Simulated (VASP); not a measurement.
# Sr2MnSi2O7: structure and properties in VASP, part 3 of 14

What structure and properties does LDA + U give Sr2MnSi2O7, and how near are they to the measured ones? The start is a cell from a database of measured crystal structures.

VASP 6.6.1; LDA, DFT+U (Mn d 3 eV), spin-polarised from a ferromagnetic start; plane waves and PAW (Sr_sv, Mn_pv, Si, O).

Still holding for the runs below: The magnetic state follows from one typed start and may not be the lowest. Experiment finds antiferromagnetic order in this phase (below 3.4 K, arxiv:2410.22741), so this ferromagnetic run describes another state.

So far, gap on the k-mesh (eV): step 2 (relaxing cell and atoms (LDA + U)) 2.34.

## Step 3: Second relaxation

A relaxation keeps the plane waves of the cell it began with, so it is repeated from the new cell, on a basis made for it.

Input file INCAR:

```
SYSTEM = Sr2MnSi2O7
PREC = Accurate
ENCUT = 520
EDIFF = 1E-06
NELM = 100
ISMEAR = 0
SIGMA = 0.05
LREAL = Auto
ALGO = Fast
GGA = CA
NBANDS = 124
ISPIN = 2
MAGMOM = 0 0 0 0 4 4 0 0 0 0 0 0 0 0 0 0 0 0 0 0 0 0 0 0
LDAU = .TRUE.
LDAUTYPE = 2
LDAUL = -1 2 -1 -1
LDAUU = 0 3 0 0
LDAUJ = 0 0 0 0
LDAUPRINT = 1
LASPH = .TRUE.
LMAXMIX = 4
LORBIT = 11
LWAVE = .FALSE.
LCHARG = .FALSE.
KPAR = 4
NCORE = 2
IBRION = 2
NSW = 60
ISIF = 3
EDIFFG = -0.01
```

Input file POSCAR:

```
Sr2MnSi2O7
1.0
    8.0304670165      0.0000000000      0.0000000000
    0.0000000000      8.0304670165      0.0000000000
    0.0000000000      0.0000000000      5.0790296646
Sr Mn Si O
4 2 4 14
Direct
    0.3345770917      0.1654229083      0.5063260309
    0.1654229083      0.6654229083      0.4936739691
    0.6654229083      0.8345770917      0.5063260309
    0.8345770917      0.3345770917      0.4936739691
    0.0000000000      0.0000000000      0.0000000000
    0.5000000000      0.5000000000      0.0000000000
    0.1377929865      0.3622070135      0.9396728049
    0.3622070135      0.8622070135      0.0603271951
    0.8622070135      0.6377929865      0.9396728049
    0.6377929865      0.1377929865      0.0603271951
    0.5000000000      0.0000000000      0.1681971946
    0.0000000000      0.5000000000      0.8318028054
    0.1395688079      0.3604311921      0.2550303602
    0.3604311921      0.8604311921      0.7449696398
    0.8604311921      0.6395688079      0.2550303602
    0.6395688079      0.1395688079      0.7449696398
    0.0786485217      0.1935386624      0.7886769092
    0.1935386624      0.9213514783      0.2113230908
    0.9213514783      0.8064613376      0.7886769092
    0.8064613376      0.0786485217      0.2113230908
    0.5786485217      0.3064613376      0.2113230908
    0.6935386624      0.5786485217      0.7886769092
    0.4213514783      0.6935386624      0.2113230908
    0.3064613376      0.4213514783      0.7886769092
```

Input file KPOINTS:

```
Automatic mesh
0
Gamma
3 3 5
0 0 0
```

The projector-augmented-wave data sets are Sr_sv, Mn_pv, Si and O (LDA family, release 64).

The run is started by

```
mpirun -np 8 vasp_std
```

The log of the run:

```text
[... set-up lines as in an earlier step ...]
 entering main loop
       N       E                     dE             d eps       ncg     rms          rms(c)
DAV:   1     0.135950816125E+04    0.13595E+04   -0.84873E+04  4616   0.133E+03
DAV:   2    -0.863513630171E+02   -0.14459E+04   -0.13647E+04  4844   0.354E+02
DAV:   3    -0.215986625359E+03   -0.12964E+03   -0.12767E+03  5692   0.113E+02
DAV:   4    -0.220750996884E+03   -0.47644E+01   -0.47070E+01  6624   0.185E+01
DAV:   5    -0.220948457845E+03   -0.19746E+00   -0.19713E+00  6648   0.318E+00    0.496E+01
RMM:   6    -0.196616207798E+03    0.24332E+02   -0.10461E+02  4651   0.254E+01    0.412E+01
RMM:   7    -0.196460338131E+03    0.15587E+00   -0.13256E+01  4732   0.102E+01    0.287E+01
RMM:   8    -0.196395199669E+03    0.65138E-01   -0.21223E+00  5531   0.337E+00    0.153E+01
RMM:   9    -0.196193729809E+03    0.20147E+00   -0.93475E-01  4851   0.300E+00    0.375E+00
RMM:  10    -0.196195013103E+03   -0.12833E-02   -0.21461E-01  5680   0.147E+00    0.106E+00
RMM:  11    -0.196208507670E+03   -0.13495E-01   -0.91705E-02  6522   0.658E-01    0.512E-01
RMM:  12    -0.196212228352E+03   -0.37207E-02   -0.40772E-02  6825   0.389E-01    0.364E-01
RMM:  13    -0.196214919371E+03   -0.26910E-02   -0.26076E-02  6986   0.279E-01    0.134E-01
RMM:  14    -0.196216512557E+03   -0.15932E-02   -0.15922E-02  7037   0.219E-01    0.701E-02
RMM:  15    -0.196217747796E+03   -0.12352E-02   -0.12342E-02  7169   0.179E-01    0.506E-02
RMM:  16    -0.196218572144E+03   -0.82435E-03   -0.82456E-03  7195   0.147E-01    0.409E-02
RMM:  17    -0.196219173581E+03   -0.60144E-03   -0.60908E-03  7093   0.125E-01    0.212E-02
RMM:  18    -0.196219588014E+03   -0.41443E-03   -0.41886E-03  7171   0.102E-01    0.930E-03
RMM:  19    -0.196219920280E+03   -0.33227E-03   -0.33614E-03  7106   0.854E-02    0.125E-02
RMM:  20    -0.196220140698E+03   -0.22042E-03   -0.22304E-03  6918   0.710E-02    0.962E-03
WARNING in EDDRMM: call to ZHEGV failed, returncode =   6  3     76
RMM:  21    -0.196220324294E+03   -0.18360E-03   -0.18920E-03  6743   0.602E-02    0.128E-02
RMM:  22    -0.196220467871E+03   -0.14358E-03   -0.14592E-03  6656   0.512E-02    0.231E-02
RMM:  23    -0.196220584676E+03   -0.11680E-03   -0.12154E-03  6514   0.435E-02    0.241E-02
RMM:  24    -0.196220668046E+03   -0.83371E-04   -0.85209E-04  6246   0.364E-02    0.269E-02
WARNING in EDDRMM: call to ZHEGV failed, returncode =   8  4     52
RMM:  25    -0.196220731039E+03   -0.62993E-04   -0.65870E-04  5957   0.313E-02    0.309E-02
RMM:  26    -0.196220789398E+03   -0.58358E-04   -0.62724E-04  5693   0.272E-02    0.289E-02
WARNING in EDDRMM: call to ZHEGV failed, returncode =   6  3     42
RMM:  27    -0.196220827970E+03   -0.38572E-04   -0.41262E-04  5396   0.229E-02    0.289E-02
RMM:  28    -0.196220866019E+03   -0.38049E-04   -0.42674E-04  5300   0.208E-02    0.223E-02
WARNING in EDDRMM: call to ZHEGV failed, returncode =   6  3     43
RMM:  29    -0.196220888815E+03   -0.22796E-04   -0.25889E-04  5014   0.181E-02    0.169E-02
WARNING in EDDRMM: call to ZHEGV failed, returncode =   6  3     63
WARNING in EDDRMM: call to ZHEGV failed, returncode =   6  3     47
RMM:  30    -0.196220927011E+03   -0.38196E-04   -0.40284E-04  4669   0.153E-02    0.158E-02
RMM:  31    -0.196220942864E+03   -0.15853E-04   -0.15743E-04  4282   0.126E-02    0.160E-02
RMM:  32    -0.196220955994E+03   -0.13130E-04   -0.13867E-04  4050   0.112E-02    0.178E-02
WARNING in EDDRMM: call to ZHEGV failed, returncode =   6  3     57
WARNING in EDDRMM: call to ZHEGV failed, returncode =   6  3     62
RMM:  33    -0.196220966767E+03   -0.10773E-04   -0.11531E-04  3666   0.977E-03    0.181E-02
RMM:  34    -0.196220977474E+03   -0.10707E-04   -0.11376E-04  3467   0.863E-03    0.192E-02
WARNING in EDDRMM: call to ZHEGV failed, returncode =   6  3     84
RMM:  35    -0.196220985602E+03   -0.81281E-05   -0.85252E-05  3264   0.762E-03    0.200E-02
WARNING in EDDRMM: call to ZHEGV failed, returncode =   8  4     66
RMM:  36    -0.196220992076E+03   -0.64743E-05   -0.70204E-05  3162   0.674E-03    0.199E-02
RMM:  37    -0.196220996169E+03   -0.40932E-05   -0.52698E-05  3560   0.684E-03    0.161E-02
RMM:  38    -0.196220999926E+03   -0.37562E-05   -0.49011E-05  3647   0.714E-03    0.123E-02
RMM:  39    -0.196221003414E+03   -0.34886E-05   -0.38032E-05  3326   0.530E-03    0.108E-02
RMM:  40    -0.196221006059E+03   -0.26445E-05   -0.28729E-05  3097   0.438E-03    0.106E-02
RMM:  41    -0.196221008040E+03   -0.19812E-05   -0.22679E-05  2815   0.402E-03    0.958E-03
RMM:  42    -0.196221010106E+03   -0.20660E-05   -0.23167E-05  2778   0.370E-03    0.942E-03
RMM:  43    -0.196221011530E+03   -0.14237E-05   -0.15686E-05  2441   0.307E-03    0.933E-03
RMM:  44    -0.196221012962E+03   -0.14324E-05   -0.15881E-05  2422   0.287E-03    0.967E-03
RMM:  45    -0.196221014099E+03   -0.11368E-05   -0.12534E-05  2121   0.255E-03    0.956E-03
RMM:  46    -0.196221015099E+03   -0.10003E-05   -0.11109E-05  2009   0.236E-03    0.965E-03
RMM:  47    -0.196221015924E+03   -0.82474E-06   -0.93013E-06  1980   0.217E-03
   1 F= -.19622102E+03 E0= -.19622102E+03  d E =-.196221E+03  mag=    10.0000
 curvature:   0.00 expect dE= 0.000E+00 dE for cont linesearch  0.000E+00
 trial: gam= 0.00000 g(F)=  0.510E-04 g(S)=  0.443E-04 ort = 0.000E+00 (trialstep = 0.100E+01)
 search vector abs. value=  0.953E-04
 reached required accuracy - stopping structural energy minimisation
```

Elapsed: 3.3 min, on 8 MPI ranks of Intel Xeon 6975P-C (Granite Rapids), shared host; peak memory 3.4 GiB.

OUTCAR, selected parts (step 3):

```text
  LATTYP: Found a simple tetragonal cell.
 ALAT       =     8.0304670165
 C/A-ratio  =     0.6324700237

 Found      9 irreducible k-points:

   ENCUT  =  520.0 eV  38.22 Ry    6.18 a.u.  14.93 14.93  9.44*2*pi/ulx,y,z

   NELECT =     166.0000    total number of electrons

atom =   5  type =  2  l = 2

 onsite density matrix

spin component  1

  0.9463  0.0000  0.0000  0.0000 -0.0029
  0.0000  0.9448  0.0000 -0.0000 -0.0000
  0.0000  0.0000  0.9380  0.0000 -0.0000
  0.0000 -0.0000  0.0000  0.9448 -0.0000
 -0.0029 -0.0000 -0.0000 -0.0000  0.9466

spin component  2

  0.0650  0.0000 -0.0000  0.0000 -0.0296
  0.0000  0.0748  0.0000  0.0000  0.0000
 -0.0000  0.0000  0.0246 -0.0000  0.0000
  0.0000  0.0000 -0.0000  0.0748 -0.0000
 -0.0296  0.0000  0.0000 -0.0000  0.0671

 occupancies and eigenvectors

  o =  0.0246  v =  0.0000  0.0000  0.0000  0.0000  0.0000  0.0000  0.0000 -1.0000 -0.0000  0.0000      0.0000  0.0000  0.0000  0.0000  0.0000  0.0000  0.0000  0.0000  0.0000  0.0000
  o =  0.0364  v =  0.0000  0.0000  0.0000  0.0000  0.0000  0.7195 -0.0000  0.0000 -0.0000  0.6945      0.0000  0.0000  0.0000  0.0000  0.0000  0.0000  0.0000  0.0000  0.0000  0.0000
  o =  0.0748  v =  0.0000  0.0000  0.0000  0.0000  0.0000  0.0000  0.0003  0.0000 -1.0000 -0.0000      0.0000  0.0000  0.0000  0.0000  0.0000  0.0000  0.0000  0.0000  0.0000  0.0000
  o =  0.0748  v =  0.0000  0.0000  0.0000  0.0000  0.0000 -0.0000 -1.0000 -0.0000 -0.0003  0.0000      0.0000  0.0000  0.0000  0.0000  0.0000  0.0000  0.0000  0.0000  0.0000  0.0000
  o =  0.0956  v =  0.0000  0.0000  0.0000  0.0000  0.0000 -0.6945  0.0000  0.0000 -0.0000  0.7195      0.0000  0.0000  0.0000  0.0000  0.0000  0.0000  0.0000  0.0000  0.0000  0.0000
  o =  0.9380  v = -0.0000  0.0000 -1.0000  0.0000 -0.0000  0.0000  0.0000  0.0000  0.0000  0.0000      0.0000  0.0000  0.0000  0.0000  0.0000  0.0000  0.0000  0.0000  0.0000  0.0000
  o =  0.9435  v = -0.7244 -0.0000  0.0000  0.0000 -0.6893  0.0000  0.0000  0.0000  0.0000  0.0000      0.0000  0.0000  0.0000  0.0000  0.0000  0.0000  0.0000  0.0000  0.0000  0.0000
  o =  0.9448  v = -0.0000  0.0099 -0.0000 -1.0000 -0.0000  0.0000  0.0000  0.0000  0.0000  0.0000      0.0000  0.0000  0.0000  0.0000  0.0000  0.0000  0.0000  0.0000  0.0000  0.0000
  o =  0.9448  v =  0.0000 -1.0000 -0.0000 -0.0099 -0.0000  0.0000  0.0000  0.0000  0.0000  0.0000      0.0000  0.0000  0.0000  0.0000  0.0000  0.0000  0.0000  0.0000  0.0000  0.0000
  o =  0.9494  v = -0.6893 -0.0000 -0.0000 -0.0000  0.7244  0.0000  0.0000  0.0000  0.0000  0.0000      0.0000  0.0000  0.0000  0.0000  0.0000  0.0000  0.0000  0.0000  0.0000  0.0000

atom =   6  type =  2  l = 2

 onsite density matrix

spin component  1

  0.9463  0.0000  0.0000 -0.0000  0.0029
  0.0000  0.9448 -0.0000  0.0000 -0.0000
  0.0000 -0.0000  0.9380  0.0000 -0.0000
 -0.0000  0.0000  0.0000  0.9448  0.0000
  0.0029 -0.0000 -0.0000  0.0000  0.9466

spin component  2

  0.0650  0.0000 -0.0000  0.0000  0.0296
  0.0000  0.0748  0.0000 -0.0000 -0.0000
 -0.0000  0.0000  0.0246  0.0000 -0.0000
  0.0000 -0.0000  0.0000  0.0748 -0.0000
  0.0296 -0.0000 -0.0000 -0.0000  0.0671

 occupancies and eigenvectors

  o =  0.0246  v =  0.0000  0.0000  0.0000  0.0000  0.0000  0.0000  0.0000 -1.0000  0.0000 -0.0000      0.0000  0.0000  0.0000  0.0000  0.0000  0.0000  0.0000  0.0000  0.0000  0.0000
  o =  0.0364  v =  0.0000  0.0000  0.0000  0.0000  0.0000  0.7195 -0.0000  0.0000 -0.0000 -0.6945      0.0000  0.0000  0.0000  0.0000  0.0000  0.0000  0.0000  0.0000  0.0000  0.0000
  o =  0.0748  v =  0.0000  0.0000  0.0000  0.0000  0.0000 -0.0000 -0.0004 -0.0000 -1.0000 -0.0000      0.0000  0.0000  0.0000  0.0000  0.0000  0.0000  0.0000  0.0000  0.0000  0.0000
  o =  0.0748  v =  0.0000  0.0000  0.0000  0.0000  0.0000  0.0000  1.0000  0.0000 -0.0004  0.0000      0.0000  0.0000  0.0000  0.0000  0.0000  0.0000  0.0000  0.0000  0.0000  0.0000
  o =  0.0956  v =  0.0000  0.0000  0.0000  0.0000  0.0000 -0.6945  0.0000  0.0000  0.0000 -0.7195      0.0000  0.0000  0.0000  0.0000  0.0000  0.0000  0.0000  0.0000  0.0000  0.0000
  o =  0.9380  v =  0.0000 -0.0000 -1.0000  0.0000 -0.0000  0.0000  0.0000  0.0000  0.0000  0.0000      0.0000  0.0000  0.0000  0.0000  0.0000  0.0000  0.0000  0.0000  0.0000  0.0000
  o =  0.9435  v = -0.7244 -0.0000 -0.0000 -0.0000  0.6893  0.0000  0.0000  0.0000  0.0000  0.0000      0.0000  0.0000  0.0000  0.0000  0.0000  0.0000  0.0000  0.0000  0.0000  0.0000
  o =  0.9448  v =  0.0000 -0.0000 -0.0000 -1.0000 -0.0000  0.0000  0.0000  0.0000  0.0000  0.0000      0.0000  0.0000  0.0000  0.0000  0.0000  0.0000  0.0000  0.0000  0.0000  0.0000
  o =  0.9448  v =  0.0000 -1.0000  0.0000  0.0000  0.0000  0.0000  0.0000  0.0000  0.0000  0.0000      0.0000  0.0000  0.0000  0.0000  0.0000  0.0000  0.0000  0.0000  0.0000  0.0000
  o =  0.9494  v = -0.6893 -0.0000  0.0000  0.0000 -0.7244  0.0000  0.0000  0.0000  0.0000  0.0000      0.0000  0.0000  0.0000  0.0000  0.0000  0.0000  0.0000  0.0000  0.0000  0.0000

 E-fermi :   3.8095

 spin component 1
 k-point     1 :       0.0000    0.0000    0.0000
  band No.  band energies     occupation
    ...
     84       2.7293      1.00000
     85       3.0904      1.00000
     86       3.1519      1.00000
     87       3.1519      1.00000
     88       3.3908      1.00000
     89       5.8682      0.00000
     90       7.7805      0.00000
     91       7.7807      0.00000
     92       7.9571      0.00000
     93       8.1069      0.00000
    ...

 k-point     2 :       0.3333    0.0000    0.0000
  band No.  band energies     occupation
    ...
     84       2.7986      1.00000
     85       2.9699      1.00000
     86       2.9791      1.00000
     87       3.2526      1.00000
     88       3.3568      1.00000
     89       6.3986      0.00000
     90       7.4089      0.00000
     91       7.8445      0.00000
     92       7.9608      0.00000
     93       8.2051      0.00000
    ...

 k-point     3 :       0.3333    0.3333    0.0000
  band No.  band energies     occupation
    ...
     84       2.6932      1.00000
     85       3.0060      1.00000
     86       3.1399      1.00000
     87       3.2339      1.00000
     88       3.3224      1.00000
     89       6.8213      0.00000
     90       7.5090      0.00000
     91       7.7443      0.00000
     92       7.8999      0.00000
     93       8.3114      0.00000
    ...

 k-point     4 :       0.0000    0.0000    0.2000
  band No.  band energies     occupation
    ...
     84       2.7155      1.00000
     85       3.0431      1.00000
     86       3.1452      1.00000
     87       3.1452      1.00000
     88       3.4355      1.00000
     89       6.3066      0.00000
     90       7.9748      0.00000
     91       7.9750      0.00000
     92       8.0645      0.00000
     93       8.3664      0.00000
    ...

  Total        0.0290981      0.0290981     -0.1426791      0.0000000      0.0000000      0.0000000
  in kB        0.1423353      0.1423353     -0.6979249      0.0000000      0.0000000      0.0000000
  external PRESSURE =      -0.1377515 kB  Pullay stress =       0.0000000 kB

  energy-cutoff  :      520.00
  volume of cell :      327.54
      direct lattice vectors                 reciprocal lattice vectors
     8.030467016  0.000000000  0.000000000     0.124525759  0.000000000  0.000000000
     0.000000000  8.030467016  0.000000000     0.000000000  0.124525759  0.000000000
     0.000000000  0.000000000  5.079029665     0.000000000  0.000000000  0.196888001

 POSITION                                       TOTAL-FORCE (eV/Angst)
 -----------------------------------------------------------------------------------
      2.68681      1.32842      2.57164        -0.004266      0.004266     -0.005072
      1.32842      5.34366      2.50738         0.004266      0.004266      0.005072
      5.34366      6.70204      2.57164         0.004266     -0.004266     -0.005072
      6.70204      2.68681      2.50738        -0.004266     -0.004266      0.005072
      0.00000      0.00000      0.00000        -0.000000      0.000000     -0.000000
      4.01523      4.01523      0.00000        -0.000000      0.000000     -0.000000
      1.10654      2.90869      4.77263        -0.000069      0.000069      0.002449
      2.90869      6.92392      0.30640         0.000069      0.000069     -0.002449
      6.92392      5.12178      4.77263         0.000069     -0.000069      0.002449
      5.12178      1.10654      0.30640        -0.000069     -0.000069     -0.002449
      4.01523      0.00000      0.85428        -0.000000      0.000000      0.005846
      0.00000      4.01523      4.22475        -0.000000      0.000000     -0.005846
      1.12080      2.89443      1.29531         0.002013     -0.002013     -0.006054
      2.89443      6.90966      3.78372        -0.002013     -0.002013      0.006054
      6.90966      5.13604      1.29531        -0.002013      0.002013     -0.006054
      5.13604      1.12080      3.78372         0.002013      0.002013      0.006054
      0.63158      1.55421      4.00571        -0.007764      0.000260     -0.002620
      1.55421      7.39888      1.07332         0.000260      0.007764      0.002620
      7.39888      6.47626      4.00571         0.007764     -0.000260     -0.002620
      6.47626      0.63158      1.07332        -0.000260     -0.007764      0.002620
      4.64682      2.46103      1.07332        -0.007764     -0.000260      0.002620
      5.56944      4.64682      4.00571         0.000260     -0.007764     -0.002620
      3.38365      5.56944      1.07332         0.007764      0.000260      0.002620
      2.46103      3.38365      4.00571        -0.000260      0.007764     -0.002620
 -----------------------------------------------------------------------------------
    total drift:                                0.000001      0.000001     -0.000000

  FREE ENERGIE OF THE ION-ELECTRON SYSTEM (eV)
  ---------------------------------------------------
  free  energy   TOTEN  =      -196.2210159239 eV

  energy  without entropy=     -196.2210159239  energy(sigma->0) =     -196.22101592

 total charge
# of ion       s       p       d       tot
------------------------------------------
    1        2.001   5.792   0.205   7.998
    2        2.001   5.792   0.205   7.998
    3        2.001   5.792   0.205   7.998
    4        2.001   5.792   0.205   7.998
    5        0.250   6.259   5.003  11.512
    6        0.250   6.259   5.003  11.512
    7        0.681   1.045   0.000   1.726
    8        0.681   1.045   0.000   1.726
    9        0.681   1.045   0.000   1.726
   10        0.681   1.045   0.000   1.726
   11        1.546   3.679   0.000   5.225
   12        1.546   3.679   0.000   5.225
   13        1.548   3.523   0.000   5.071
   14        1.548   3.523   0.000   5.071
   15        1.548   3.523   0.000   5.071
   16        1.548   3.523   0.000   5.071
   17        1.544   3.564   0.000   5.109
   18        1.544   3.564   0.000   5.109
   19        1.544   3.564   0.000   5.109
   20        1.544   3.564   0.000   5.109
   21        1.544   3.564   0.000   5.109
   22        1.544   3.564   0.000   5.109
   23        1.544   3.564   0.000   5.109
   24        1.544   3.564   0.000   5.109
--------------------------------------------------
tot         32.864  89.829  10.825 133.519

[... 7 parts as in an earlier step ...]

[... 10 further parts left out ...]
```

CONTCAR:

```
Sr2MnSi2O7
   1.00000000000000
     8.0304670164999994    0.0000000000000000    0.0000000000000000
     0.0000000000000000    8.0304670164999994    0.0000000000000000
     0.0000000000000000    0.0000000000000000    5.0790296646000002
  Sr              Mn              Si              O
     4     2     4    14
Direct
     0.3345770916999982    0.1654229083000018    0.5063260308999986
     0.1654229083000018    0.6654229083000018    0.4936739691000014
     0.6654229083000018    0.8345770916999982    0.5063260308999986
     0.8345770916999982    0.3345770916999982    0.4936739691000014
     0.0000000000000000    0.0000000000000000    0.0000000000000000
     0.5000000000000000    0.5000000000000000    0.0000000000000000
     0.1377929865000027    0.3622070134999973    0.9396728048999989
     0.3622070134999973    0.8622070134999973    0.0603271951000011
     0.8622070134999973    0.6377929865000027    0.9396728048999989
     0.6377929865000027    0.1377929865000027    0.0603271951000011
     0.5000000000000000    0.0000000000000000    0.1681971945999976
     0.0000000000000000    0.5000000000000000    0.8318028054000024
     0.1395688078999981    0.3604311921000019    0.2550303602000028
     0.3604311921000019    0.8604311921000019    0.7449696397999972
     0.8604311921000019    0.6395688078999981    0.2550303602000028
     0.6395688078999981    0.1395688078999981    0.7449696397999972
     0.0786485217000035    0.1935386624000017    0.7886769091999994
     0.1935386624000017    0.9213514782999965    0.2113230908000006
     0.9213514782999965    0.8064613375999983    0.7886769091999994
     0.8064613375999983    0.0786485217000035    0.2113230908000006
     0.5786485217000035    0.3064613375999983    0.2113230908000006
     0.6935386624000017    0.5786485217000035    0.7886769091999994
     0.4213514782999965    0.6935386624000017    0.2113230908000006
     0.3064613375999983    0.4213514782999965    0.7886769091999994
```

Little changed from the start: no atom moved by 0.005 Å and no cell edge by 0.1 %.

This step gave:

| Property | Result |
| --- | --- |
| free energy (TOTEN) | -196.2210 eV |
| Fermi energy | 3.809 eV |
| pressure | -0.01378 GPa |
| SCF cycles over all ionic steps | 47 |
| gap on the k-mesh | 2.341 eV |
| least direct gap on the k-mesh | 2.477 eV |

It ends with a largest force of 0.008 eV/Å and a pressure of -0.01 GPa. The volume moved by under 0.01 %: the run met its threshold at the first step.

(Part 3 of 14 ends here.)

[Lines on the potential files, build, host, timing and source positions are cut from VASP's logs without a mark.]

[Logs are printed without paths, hosts, clocks, repeated set-up lines and the standing remarks that a program may print on its own settings, such as how far it seeks lower states.]

[Hosts, paths, dates, database ids (printed as entryN), source tags and the programs' standing remarks are cut or masked in the printed files.]

[A measured line is paired with the nearest computed mode of its activity, which favours agreement.]
